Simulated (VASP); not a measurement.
# HfIn2Se5 (Cmcm) in VASP: density of states with PBE

Aim: the density of states of HfIn2Se5 with PBE.

Everything below comes from runs of VASP 6.6.1. Logs are shortened: lines on timing, memory, paths and dates and some standing lists are left out, and cuts for length are marked.

### 1 The structure

Symmetry: Cmcm, No. 63, orthorhombic system. Conventional cell: a = 5.216 Å, b = 13.889 Å, c = 13.190 Å, α = 90.00°, β = 90.00°, γ = 90.00°. Hf (site symmetry m2m) has 6 Se at 2.60 to 2.73 Å as nearest neighbours. Around In (site symmetry m) lie 6 Se at 2.67 to 3.05 Å. Se (site symmetry m) is surrounded by 3 In at 2.73 to 3.05 Å and 1 Hf at 2.73 Å. Around Se (site symmetry m) lie 1 Hf at 2.60 Å and 2 In at 2.67 to 2.77 Å. Se (site symmetry m2m) is surrounded by 2 Hf at 2.73 Å and 2 In at 2.94 Å.

The cell was built by a generator and needn't be a form met in nature.

### 2 Density of states, PBE

File POSCAR:

```
HfIn2Se5
1.0
    2.6082500000     -6.9446500000      0.0000000000
    2.6082500000      6.9446500000      0.0000000000
    0.0000000000      0.0000000000     13.1895800000
Hf In Se
2 4 10
Direct
    0.8018050000      0.1981950000      0.7500000000
    0.1981950000      0.8018050000      0.2500000000
    0.1350870000      0.8649130000      0.5590280000
    0.1350870000      0.8649130000      0.9409720000
    0.8649130000      0.1350870000      0.0590280000
    0.8649130000      0.1350870000      0.4409720000
    0.6893560000      0.3106440000      0.5798760000
    0.9459120000      0.0540880000      0.6245230000
    0.2446650000      0.7553350000      0.7500000000
    0.6893560000      0.3106440000      0.9201240000
    0.9459120000      0.0540880000      0.8754770000
    0.3106440000      0.6893560000      0.0798760000
    0.0540880000      0.9459120000      0.1245230000
    0.7553350000      0.2446650000      0.2500000000
    0.3106440000      0.6893560000      0.4201240000
    0.0540880000      0.9459120000      0.3754770000
```

File INCAR.step1:

```
  PREC = Accurate
  ENCUT = 520
  EDIFF = 1E-7
  ISMEAR = 0
  SIGMA = 0.1
  LREAL = F
  LASPH = T
  NELM = 80
  ALGO = Normal
  ISIF = 2
  LWAVE = F
  LCHARG = T
  LMAXMIX = 4
  GGA = PE
  NBANDS = 80
  KPAR = 8
```

File KPOINTS.step1:

```
Automatic mesh
0
Gamma
  4 4 4
```

File INCAR.step2:

```
  PREC = Accurate
  ENCUT = 520
  EDIFF = 1E-7
  ISMEAR = -5
  SIGMA = 0.1
  LREAL = F
  LASPH = T
  NELM = 80
  ALGO = Normal
  ISIF = 2
  LWAVE = F
  LCHARG = F
  LMAXMIX = 4
  GGA = PE
  LORBIT = 11
  NBANDS = 80
  KPAR = 8
  NEDOS = 2001
  ICHARG = 11
```

File KPOINTS.step2:

```
Automatic mesh
0
Gamma
  6 6 6
```

Potentials or basis: VASP PAW PBE potentials, release 64 (Hf_pv, In_d, Se).

Run with:

```console
cat potpaw_PBE.64/Hf_pv/POTCAR potpaw_PBE.64/In_d/POTCAR potpaw_PBE.64/Se/POTCAR > POTCAR
cp INCAR.step1 INCAR
cp KPOINTS.step1 KPOINTS
mpirun -np 8 vasp_std > vasp.out
cp INCAR.step2 INCAR
cp KPOINTS.step2 KPOINTS
mpirun -np 8 vasp_std > vasp.out
```

OUTCAR:

```text
PREC = Accurate
   ENCUT = 520
   EDIFF = 1E-7
   ISMEAR = -5
   LREAL = F
   LASPH = T
   NELM = 80
   ISIF = 2
   GGA = PE
   LORBIT = 11
   ICHARG = 11

 ion  position               nearest neighbor table
   1  0.802  0.198  0.750-   8 2.60  11 2.60   9 2.73   9 2.73   7 2.73  10 2.73
   2  0.198  0.802  0.250-  13 2.60  16 2.60  14 2.73  14 2.73  12 2.73  15 2.73
   3  0.135  0.865  0.559-  16 2.67   7 2.73   7 2.73   8 2.77   9 2.94  15 3.05
   4  0.135  0.865  0.941-  13 2.67  10 2.73  10 2.73  11 2.77   9 2.94  12 3.05
   5  0.865  0.135  0.059-  11 2.67  12 2.73  12 2.73  13 2.77  14 2.94  10 3.05
   6  0.865  0.135  0.441-   8 2.67  15 2.73  15 2.73  16 2.77  14 2.94   7 3.05
   7  0.689  0.311  0.580-   3 2.73   3 2.73   1 2.73   6 3.05
   8  0.946  0.054  0.625-   1 2.60   6 2.67   3 2.77
   9  0.245  0.755  0.750-   1 2.73   1 2.73   4 2.94   3 2.94
  10  0.689  0.311  0.920-   4 2.73   4 2.73   1 2.73   5 3.05
  11  0.946  0.054  0.875-   1 2.60   5 2.67   4 2.77
  12  0.311  0.689  0.080-   5 2.73   5 2.73   2 2.73   4 3.05
  13  0.054  0.946  0.125-   2 2.60   4 2.67   5 2.77
  14  0.755  0.245  0.250-   2 2.73   2 2.73   6 2.94   5 2.94
  15  0.311  0.689  0.420-   6 2.73   6 2.73   2 2.73   3 3.05
  16  0.054  0.946  0.375-   2 2.60   3 2.67   6 2.77

  LATTYP: Found a base centered orthorhombic cell.
 ALAT       =     5.2165000000
 B/A-ratio  =     2.6625706892
 C/A-ratio  =     2.5284347743

  Lattice vectors:

 A1 = (   2.6082500000,  -6.9446500000,   0.0000000000)
 A2 = (   2.6082500000,   6.9446500000,   0.0000000000)
 A3 = (   0.0000000000,   0.0000000000,  13.1895800000)

Analysis of symmetry for initial positions (statically):
=====================================================================
 Subroutine PRICEL returns:
 Original cell was already a primitive cell.

 Routine SETGRP: Setting up the symmetry group for a
 base centered orthorhombic supercell.

 Subroutine GETGRP returns: Found  8 space group operations
 (whereof  4 operations were pure point group operations)
 out of a pool of  8 trial point group operations.

The static configuration has the point symmetry C_2h.
 The point group associated with its full space group is D_2h.

Analysis of symmetry for dynamics (positions and initial velocities):
=====================================================================
 Subroutine PRICEL returns:
 Original cell was already a primitive cell.

 Routine SETGRP: Setting up the symmetry group for a
 base centered orthorhombic supercell.

 Subroutine GETGRP returns: Found  8 space group operations
 (whereof  4 operations were pure point group operations)
 out of a pool of  8 trial point group operations.

The dynamic configuration has the point symmetry C_2h.
 The point group associated with its full space group is D_2h.

 Subroutine INISYM returns: Found  8 space group operations
 (whereof  4 operations are pure point group operations),
 and found     1 'primitive' translations

----------------------------------------------------------------------------------------

                                     Primitive cell

  volume of cell :     477.8158

  direct lattice vectors                    reciprocal lattice vectors
     2.608250000 -6.944650000  0.000000000     0.191699415 -0.071997869  0.000000000
     2.608250000  6.944650000  0.000000000     0.191699415  0.071997869  0.000000000
     0.000000000  0.000000000 13.189580000     0.000000000  0.000000000  0.075817426

  length of vectors
     7.418297088  7.418297088 13.189580000     0.204773922  0.204773922  0.075817426

  position of ions in fractional coordinates (direct lattice)
     0.801805000  0.198195000  0.750000000
     0.198195000  0.801805000  0.250000000
     0.135087000  0.864913000  0.559028000
     0.135087000  0.864913000  0.940972000
     0.864913000  0.135087000  0.059028000
     0.864913000  0.135087000  0.440972000
[... 8 lines left out ...]
     0.310644000  0.689356000  0.420124000
     0.054088000  0.945912000  0.375477000

  ion indices of the primitive-cell ions
   primitive index   ion index
                 1           1
                 2           2
                 3           3
                 4           4
                 5           5
                 6           6
[... 8 lines left out ...]
                15          15
                16          16

----------------------------------------------------------------------------------------

 KPOINTS: Automatic mesh

Automatic generation of k-mesh.
 Grid dimensions read from file:
 generate k-points for:    6    6    6

 Generating k-lattice:

  Cartesian coordinates                     Fractional coordinates (reciprocal lattice)
     0.031949903 -0.011999645  0.000000000     0.166666667  0.000000000  0.000000000
     0.031949903  0.011999645  0.000000000     0.000000000  0.166666667  0.000000000
     0.000000000  0.000000000  0.012636238     0.000000000  0.000000000  0.166666667

  Length of vectors
     0.034128987  0.034128987  0.012636238

  Shift w.r.t. Gamma in fractional coordinates (k-lattice)
     0.000000000  0.000000000  0.000000000

 TETIRR: Found    324 inequivalent tetrahedra from     1296

 Subroutine IBZKPT returns following result:
 ===========================================

 Found     52 irreducible k-points:

 Following reciprocal coordinates:
            Coordinates               Weight
  0.000000  0.000000  0.000000      1.000000
  0.166667  0.000000  0.000000      4.000000
  0.333333 -0.000000  0.000000      4.000000
  0.500000  0.000000  0.000000      2.000000
  0.166667  0.166667  0.000000      2.000000
  0.333333  0.166667  0.000000      4.000000
[... 16 lines left out ...]
  0.333333  0.333333  0.166667      4.000000
  0.500000  0.333333  0.166667      8.000000
 [... further k-points ...]
   k-points           NKPTS =     52   k-points in BZ     NKDIM =     52   number of bands    NBANDS=     80
   number of dos      NEDOS =   2001   number of ions     NIONS =     16
   total plane-waves  NPLWV = 307328
   dimension x,y,z NGX =    56 NGY =   56 NGZ =   98
   dimension x,y,z NGXF=   112 NGYF=  112 NGZF=  196
   ions per type =               2   4  10
   NGX,Y,Z   is equivalent  to a cutoff of  12.55, 12.55, 12.35 a.u.
   NGXF,Y,Z  is equivalent  to a cutoff of  25.10, 25.10, 24.70 a.u.
 SYSTEM =  unknown system
   PREC   = accura    normal or accurate (medium, high low for compatibility)
   ISTART =      0    job   : 0-new  1-cont  2-samecut
   ICHARG =     11    charge: 1-file 2-atom 10-const
   ISPIN  =      1    spin polarized calculation?
   LNONCOLLINEAR =      F non collinear calculations
   LSORBIT =      F    spin-orbit coupling
   LASPH  =      T    aspherical Exc in radial PAW
   ENCUT  =  520.0 eV  38.22 Ry    6.18 a.u.  13.79 13.79 24.52*2*pi/ulx,y,z
   NELM   =     80;   NELMIN=  2; NELMDL=  0     # of ELM steps
   EDIFF  = 0.1E-06   stopping-criterion for ELM
   LREAL  =      F    real-space projection
   EDIFFG = 0.1E-05   stopping-criterion for IOM
   NSW    =      0    number of steps for IOM
   IBRION =     -1    ionic relax: 0-MD 1-quasi-New 2-CG
   NFREE  =      0    steps in history (QN), initial steepest desc. (CG)
   ISIF   =      2    stress and relaxation
   ISYM   =      2    0-nonsym 1-usesym 2-fastsym
   POTIM  = 0.5000    time-step for ionic-motion
   TEBEG  =    0.0;   TEEND  =   0.0 temperature during run
   PSTRESS=    0.0 pullay stress
   NELECT =     132.0000    total number of electrons
   NUPDOWN=      -1.0000    fix difference up-down
   EMIN   =  10.00;   EMAX   =-10.00  energy-range for DOS
   EFERMI =   0.00;   METHOD = LEGACY
   ISMEAR =    -5;   SIGMA  =   0.10  broadening in eV -4-tet -1-fermi 0-gaus
   EFERMI_NEDOS =   21; number of points for ismear=-14 and -15
   IALGO  =     38    algorithm
   IMIX   =      4    mixing-type and parameters
     AMIX     =   0.40;   BMIX     =  1.00
     AMIX_MAG =   1.60;   BMIX_MAG =  1.00
  volume/ion in A,a.u.               =      29.86       201.53
  Fermi-wavevector in a.u.,A,eV,Ry     =   1.066218  2.014860 15.467383  1.136821
  Thomas-Fermi vector in A             =   2.201795
   LORBIT       =     11    0 simple, 1 ext, 2 COOP (PROOUT), +10 PAW based schemes
   GGA     = PE    functional components
   LHFCALC =     F    Hartree Fock is set to
   AEXX    =    0.0000 exact exchange contribution
   IVDW    =     0    specifies the selected vdW correction
   LEPSILON=     F    determine dielectric tensor
   LRPA    =     F    only Hartree local field effects (RPA)
 non-spin polarized calculation
 Fermi weights with tetrahedron method with Bloechl corrections
  energy-cutoff  :      520.00
  volume of cell :      477.82
 maximum number of plane-waves:     12901

 number of electron     132.0000002 magnetization

 Free energy of the ion-electron system (eV)
  ---------------------------------------------------
  ext. energy  EPLUGINS =         0.00000000
  ---------------------------------------------------
  free energy    TOTEN  =       -75.87684970 eV

  energy without entropy =      -75.87684970  energy(sigma->0) =      -75.87684970

 E-fermi :   2.4248     XC(G=0):  -8.5930

 val. band max:        2.4644708435   @ k =   0.3333   0.1667   0.0000
 cond. band min:       2.3393882173   @ k =   0.0000   0.0000   0.0000
 fundamental gap:     -0.1250826262
 Fermi energy:         2.4248334746

 k-point     1 :       0.0000    0.0000    0.0000
  band No.  band energies     occupation
      1     -28.8045      2.00000
      2     -28.8045      2.00000
      3     -28.8035      2.00000
      4     -28.8035      2.00000
      5     -28.7709      2.00000
      6     -28.7708      2.00000
[... 70 lines left out ...]
     77       5.8379      0.00000
     78       6.1404      0.00000

 k-point     2 :       0.1667    0.0000    0.0000
  band No.  band energies     occupation
      1     -28.8055      2.00000
      2     -28.8055      2.00000
      3     -28.8035      2.00000
      4     -28.8035      2.00000
      5     -28.7708      2.00000
      6     -28.7708      2.00000
[... 70 lines left out ...]
     77       5.9655      0.00000
     78       6.2196      0.00000
[... 1699 lines left out ...]
     77       5.8899      0.00000
     78       6.4535      0.00000

 k-point    24 :       0.5000    0.3333    0.1667
  band No.  band energies     occupation
      1     -28.8055      2.00000
      2     -28.8055      2.00000
      3     -28.8035      2.00000
      4     -28.8035      2.00000
      5     -28.7708      2.00000
      6     -28.7708      2.00000
[... 70 lines left out ...]
     77       6.1263      0.00000
     78       6.3522      0.00000

 [... further k-points ...]

 [bands above 78 left out]

------------------------ aborting loop because EDIFF is reached ----------------------------------------

  FORCE on cell =-STRESS in cart. coord.  units (eV):
  Direction    XX          YY          ZZ          XY          YZ          ZX
  --------------------------------------------------------------------------------------
  -------------------------------------------------------------------------------------
  Total       -0.5975808     -0.2662513     -0.1344295      0.0000000     -0.0000000      0.0000000
  in kB       -2.0037644     -0.8927746     -0.4507593      0.0000000     -0.0000000      0.0000000
  external PRESSURE =      -1.1157661 kB  Pullay stress =       0.0000000 kB

 VOLUME and BASIS-vectors are now :
 -----------------------------------------------------------------------------
  energy-cutoff  :      520.00
  volume of cell :      477.82
      direct lattice vectors                 reciprocal lattice vectors
     2.608250000 -6.944650000  0.000000000     0.191699415 -0.071997869  0.000000000
     2.608250000  6.944650000  0.000000000     0.191699415  0.071997869  0.000000000
     0.000000000  0.000000000 13.189580000     0.000000000  0.000000000  0.075817426

 POSITION                                       TOTAL-FORCE (eV/Angst)
 -----------------------------------------------------------------------------------
      2.60825     -4.19186      9.89218         0.000000     -0.005826      0.000000
      2.60825      4.19186      3.29739         0.000000      0.005826      0.000000
      2.60825      5.06839      7.37334         0.000000      0.024628     -0.017512
      2.60825      5.06839     12.41103         0.000000      0.024628      0.017512
      2.60825     -5.06839      0.77855         0.000000     -0.024628     -0.017512
      2.60825     -5.06839      5.81624         0.000000     -0.024628      0.017512
[... 8 lines left out ...]
      2.60825      2.63002      5.54126         0.000000      0.002309      0.054631
      2.60825      6.19341      4.95238         0.000000      0.017871      0.021859
 -----------------------------------------------------------------------------------
    total drift:                                0.000000      0.000000      0.000000

  FREE ENERGIE OF THE ION-ELECTRON SYSTEM (eV)
  ---------------------------------------------------
  free  energy   TOTEN  =       -75.8768497049 eV

  energy  without entropy=      -75.8768497049  energy(sigma->0) =      -75.87684970

 total charge

# of ion       s       p       d       tot
------------------------------------------
    1        0.308   6.419   1.401   8.129
    2        0.308   6.419   1.401   8.129
    3        0.788   0.540   9.918  11.245
    4        0.788   0.540   9.918  11.245
    5        0.788   0.540   9.918  11.245
    6        0.788   0.540   9.918  11.245
[... 8 lines left out ...]
   15        1.463   2.370   0.021   3.854
   16        1.457   2.386   0.021   3.864
--------------------------------------------------
tot         18.355  38.813  42.678  99.845
```

Run time: 6.1 min. Hardware: 8 MPI ranks of Intel Xeon 6975P-C (Granite Rapids), shared host; peak memory 1.6 GiB.

Results:

| Property | Result |
| --- | --- |
| Valence electrons inside the program's atomic spheres | Hf 8.13; In 11.24; Se 3.85, 3.86, 3.87 |

States per cell in windows of 1 eV (zero at the Fermi level; states under -8 eV left out):
```tsv
from (eV)	total	Hf1_d	Hf2_d	Se9_p	Se14_p	Se7_p	Se10_p
-8.0	0.00	0.00	0.00	0.00	0.00	0.00	0.00
-7.0	0.64	0.00	0.00	0.01	0.01	0.02	0.02
-6.0	5.88	0.03	0.03	0.08	0.08	0.15	0.15
-5.0	3.48	0.03	0.03	0.17	0.17	0.09	0.09
-4.0	10.42	0.28	0.28	0.48	0.48	0.36	0.36
-3.0	12.66	0.45	0.45	0.59	0.59	0.52	0.52
-2.0	13.94	0.35	0.35	0.50	0.50	0.61	0.61
-1.0	12.66	0.18	0.18	0.56	0.56	0.61	0.61
0.0	1.62	0.12	0.12	0.02	0.02	0.04	0.04
1.0	6.58	0.77	0.77	0.10	0.10	0.14	0.14
2.0	7.55	1.74	1.74	0.08	0.08	0.08	0.08
3.0	8.35	1.23	1.23	0.11	0.11	0.10	0.10
4.0	3.93	0.37	0.37	0.05	0.05	0.04	0.04
5.0	0.00	0.00	0.00	0.00	0.00	0.00	0.00
```

Caveat: tetrahedron occupations give inexact forces and stress in metals.
